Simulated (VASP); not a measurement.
Crystal: Be3Te2O.

```
CELL_PARAMETERS angstrom
-2.50416 2.50416 3.82736
2.50416 -2.50416 3.82736
2.50416 2.50416 -3.82736
ATOMIC_POSITIONS crystal
Be 0.75000 0.25000 0.50000
Be 0.25000 0.75000 0.50000
Be 0.50000 0.50000 0.00000
Te 0.76801 0.76801 0.00000
Te 0.23199 0.23199 0.00000
O 0.00000 0.00000 0.00000
```

The cell was built by a generator and needn't be a form met in nature.

```yaml
Program: VASP 6.6.1
Task: relaxation of cell and atoms
Functional: PBE
Potentials_or_basis: VASP PAW PBE potentials, release 64 (Be, Te, O)
Cutoff: 520 eV
k_mesh: 4 × 4 × 4
Occupations: gaussian, width 0.15 eV
Spin: no spin polarisation
```

At the start: pressure 33.0 GPa; volume 16.00 Å³/atom.

**Question.** How do energy, volume and symmetry change on relaxing?

**Answer.** Over 7 steps the energy falls by 672.4 meV/atom and the volume is 20.35 Å³/atom (+27.2 %); space group I4/mmm (No. 139, to 0.05 Å).

The path:
| step | energy change (eV) | largest force (eV/Å) | pressure (GPa) | volume (Å³) |
| --- | --- | --- | --- | --- |
| 1 | 0.0000 | 4.4340 | 32.98 | 96.00 |
| 2 | -2.6908 | 0.2933 | -7.53 | 144.92 |
| 3 | -3.9436 | 0.8212 | 0.70 | 119.52 |
| 4 | -3.9433 | 0.8083 | 0.75 | 120.00 |
| 5 | -3.9896 | 0.5119 | -0.25 | 121.76 |
| 6 | -4.0055 | 0.2295 | -1.38 | 123.98 |
| 7 | -4.0345 | 0.0049 | -0.44 | 122.07 |

Final structure:
```
Be Te O
1.0
    -2.57394    2.57394    4.60644
     2.57394   -2.57394    4.60644
     2.57394    2.57394   -4.60644
Be Te O
3 2 1
Cartesian
  0.0000 2.5739 2.3032
  2.5739 0.0000 2.3032
  0.0000 0.0000 4.6064
  0.0000 0.0000 7.0219
  0.0000 0.0000 2.1909
  0.0000 0.0000 9.2129
```

Caveat: the k mesh is coarse (spacing up to 0.44 Å⁻¹), so the values aren't converged; the volume moved by over 15 % at a fixed basis, so the end points are rough.
